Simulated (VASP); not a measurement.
The cell holds one Au (fcc) (110) slab, with vacuum along c, ions free to move until forces fall under 0.03 eV/Å, no reconstruction beyond this cell, dipole correction on.

```
Au
1.0
    2.88564     0.00000     0.00000
    0.00000     4.08091     0.00000
    0.00000     0.00000    26.54593
Au
8
Direct
  0.00000   0.00000   0.31328
  0.50000   0.50000   0.36047
  0.00000   0.00000   0.41957
  0.50000   0.50000   0.47200
  0.00000   0.00000   0.52800
  0.50000   0.50000   0.58043
  0.00000   0.00000   0.63953
  0.50000   0.50000   0.68672
```

These are PBEsol GGA, VASP's PBE PAW potentials (set 64) (plane waves; VASP) values and carry that method's errors. Run with 400 eV cut-off, 10×7×1 Γ-centred mesh, first-order Methfessel-Paxton smearing of 0.10 eV, potentials Au.

Slab and bulk use different k-meshes, so the surface energy is good to a few per cent at best. Unless said otherwise, spin-orbit coupling is left out, though it shifts the bands of the heavy elements here.

```
Quantity                                                     Value
------------------------  ----------------------------------------
surface energy                                          1.26 J/m^2
work function                                              5.10 eV
band gap (on the k-mesh)  none (metal, semimetal or under 0.01 eV)
```

Measured: work function 5.16 eV (computed value off by -0.06 eV), as given by Abhirup Patra et al., Proceedings of the National Academy of Sciences (2017), arXiv:1702.08515.

The cell is a thin slab with vacuum, built from Au (fcc): (110) face.
